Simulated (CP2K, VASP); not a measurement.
A VASP calculation is set up with these files.

KPOINTS:
```
Automatic mesh
0
G
 8 8 5
```

INCAR:
```
SYSTEM=ZnO
PREC=Accurate; ENCUT=400; LREAL=.False.
LASPH=.True.
EDIFF=1E-6; NELM=100; ALGO=Normal
LMAXMIX=4
ISMEAR=-1; SIGMA=0.02
GGA=PE
ISIF=2
LWAVE=.False.; LCHARG=.False.
```

File POSCAR:
```
ZnO
1.0
  3.2373500000   0.0000000000   0.0000000000
 -1.6186750000   2.8036270000   0.0000000000
  0.0000000000   0.0000000000   5.2220600000
Zn O
2 2
Direct
  0.6666670000   0.3333330000   0.5005900000
  0.3333330000   0.6666670000   0.0005900000
  0.6666670000   0.3333330000   0.8797200000
  0.3333330000   0.6666670000   0.3797200000
```

POTCAR, in this order: Zn O (PBE.64 set). Program: vasp_std.

Q: Write an input for CP2K that does the same calculation.

A: One input that does it (PBE, GPW, DZVP-MOLOPT-SR-GTH basis, GTH-PBE potentials (GTH_POTENTIALS)):
```
&GLOBAL
  PROJECT bulk
  RUN_TYPE ENERGY_FORCE
  PRINT_LEVEL LOW
&END GLOBAL
&FORCE_EVAL
  METHOD Quickstep
  STRESS_TENSOR ANALYTICAL
  &DFT
    BASIS_SET_FILE_NAME BASIS_MOLOPT
    POTENTIAL_FILE_NAME GTH_POTENTIALS
    &QS
      METHOD GPW
      EPS_DEFAULT 1E-10
    &END QS
    &MGRID
      CUTOFF 600
      REL_CUTOFF 50
      NGRIDS 5
    &END MGRID
    &SCF
      SCF_GUESS ATOMIC
      EPS_SCF 1E-6
      MAX_SCF 100
      ADDED_MOS 7
      &DIAGONALIZATION
        ALGORITHM STANDARD
      &END DIAGONALIZATION
      &MIXING
        METHOD BROYDEN_MIXING
        ALPHA 0.3
        NBUFFER 8
        BETA 1.5
      &END MIXING
      &SMEAR ON
        METHOD FERMI_DIRAC
        ELECTRONIC_TEMPERATURE [K] 232.09
      &END SMEAR
    &END SCF
    &KPOINTS
      SCHEME MONKHORST-PACK 8 8 5
      GAMMA_CENTERED T
    &END KPOINTS
    &XC
      &XC_FUNCTIONAL PBE
      &END XC_FUNCTIONAL
    &END XC
    &PRINT
      &MO
        EIGENVALUES T
        OCCUPATION_NUMBERS T
        NDIGITS 8
        FILENAME mo
        &EACH
          QS_SCF 0
        &END EACH
        ADD_LAST NUMERIC
      &END MO
      &MULLIKEN OFF
      &END MULLIKEN
    &END PRINT
  &END DFT
  &SUBSYS
    &CELL
      ABC 3.23735000 3.23734970 5.22206000
      ALPHA_BETA_GAMMA 90.00000000 90.00000000 120.00000302
      PERIODIC XYZ
    &END CELL
    &COORD
      SCALED
      Zn       0.66666700     0.33333300     0.50059000
      Zn       0.33333300     0.66666700     0.00059000
      O        0.66666700     0.33333300     0.87972000
      O        0.33333300     0.66666700     0.37972000
    &END COORD
    &KIND Zn
      BASIS_SET DZVP-MOLOPT-SR-GTH
      POTENTIAL GTH-PBE-q12
    &END KIND
    &KIND O
      BASIS_SET DZVP-MOLOPT-SR-GTH
      POTENTIAL GTH-PBE-q6
    &END KIND
  &END SUBSYS
  &PRINT
    &FORCES ON
    &END FORCES
    &STRESS_TENSOR ON
    &END STRESS_TENSOR
  &END PRINT
&END FORCE_EVAL
```
The two runs describe the same crystal, functional and task. Each code takes its own potentials, basis and convergence tests.

The structure comes from a computed database's ZnO entry (P6_3mc); how it stands against other phases isn't given here. The cell was not relaxed at this level, and it may have been scaled.
